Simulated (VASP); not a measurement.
A run of VASP 6.6.1:

The input INCAR:

```
SYSTEM = Ge16W7
PREC = Accurate
ENCUT = 520
EDIFF = 1E-6
ISMEAR = 1
SIGMA = 0.15
LREAL = Auto
LASPH = .TRUE.
NELM = 60
ALGO = Fast
ISIF = 2
LWAVE = .FALSE.
LCHARG = .FALSE.
NBANDS = 178
```

Contents of KPOINTS:

```
regular mesh
0
G
  2 2 2
  0 0 0
```

POSCAR

```
Ge16W7
1.0
    0.0000000000      6.6366780000     -0.0000004100
    6.6366780000      0.0000000000     -0.0000004100
    3.3183385000      3.3183385000     -8.1879004100
Ge W
16 7
Direct
    0.1196906988      0.1552945054      0.1869738041
    0.3354969729      0.3225765027      0.3285751652
    0.1712178306      0.1530585950      0.6571407318
    0.3057362436      0.3414138823      0.8147258028
    0.1775695011      0.6703842798      0.1568225782
    0.3354764975      0.8463626668      0.3285977333
    0.1712026548      0.6873449176      0.6571454681
    0.3335306726      0.8263223976      0.8449355974
    0.6928869523      0.1552904319      0.1869536237
    0.8274865048      0.3436013442      0.3445735022
    0.6631984430      0.1741099261      0.6731575106
    0.8790897503      0.3413946866      0.8147464143
    0.6651887941      0.6703933557      0.1568143710
    0.8274940027      0.8093737925      0.3445808068
    0.6631971509      0.6502269571      0.6731772720
    0.8211082048      0.8263361215      0.8449355730
   -0.0006351767     -0.0022691267      0.0008722628
   -0.0137573550     -0.0036860513      0.5049090487
   -0.0006441676      0.4989557829      0.0008757795
    0.0124068809      0.5003409046      0.4968373559
    0.4993732385      0.2484260026      0.0007674365
    0.5084076495     -0.0036925307      0.5049018168
    0.4903261646      0.5003542238      0.4968300040
```

Potentials or basis: VASP PAW LDA potentials, release 64 (Ge_d, W_sv).

Command:

```bash
$ cat potpaw_LDA.64/Ge_d/POTCAR potpaw_LDA.64/W_sv/POTCAR > POTCAR
$ mpirun -np 1 vasp_std > vasp.out
```

Hardware: 1 thread of Intel(R) Xeon(R) 6975P-C (Granite Rapids) (shared host).

**Question.** Estimate the wall time of this run.

**Answer.** Run time: 26 min on 1 thread of Intel(R) Xeon(R) 6975P-C (Granite Rapids), with other jobs on the host, peak memory 0.52 GiB. Counts: scf iterations 47, k points 8.
